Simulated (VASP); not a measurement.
InP (zinc blende) is relaxed at rising pressure, each step from the one before. Symmetry mostly holds the structure type, and other phases were not tried. The mesh follows the cell, and a change of mesh leaves a small step in the series.

Data:

```
InP
1.0
    0.00000     2.91388     2.91388
    2.91388     0.00000     2.91388
    2.91388     2.91388     0.00000
In P
1 1
Direct
  0.00000   0.00000   0.00000
  0.25000   0.25000   0.25000
```

Computed with LDA (Ceperley-Alder, Perdew-Zunger), VASP's LDA PAW potentials (set 64) (plane waves; VASP). Settings: 500 eV cut-off, 8×8×8 Γ-centred mesh, Gaussian smearing of 0.050 eV, potentials In_d P.

```tsv
P (GPa)	V (Å³/atom)	H − H(0) (eV/atom)	space group	k-mesh
0	24.74	0.000	F-43m	8×8×8
5	?	?	F-43m	8×8×8
10	22.19	1.457	F-43m	8×8×8
20	20.57	2.789	F-43m	8×8×8
30	19.40	4.034	F-43m	9×9×9
45	?	?	F-43m	9×9×9
```

### Question
Fill in the missing entries.

### Answer

- 5, V (Å³/atom): 23.29
- 5, H − H(0) (eV/atom): 0.748
- 45, V (Å³/atom): 18.07
- 45, H − H(0) (eV/atom): 5.786

Pressures at which the relaxation failed are left out.

The compound is InP in the zinc blende structure.
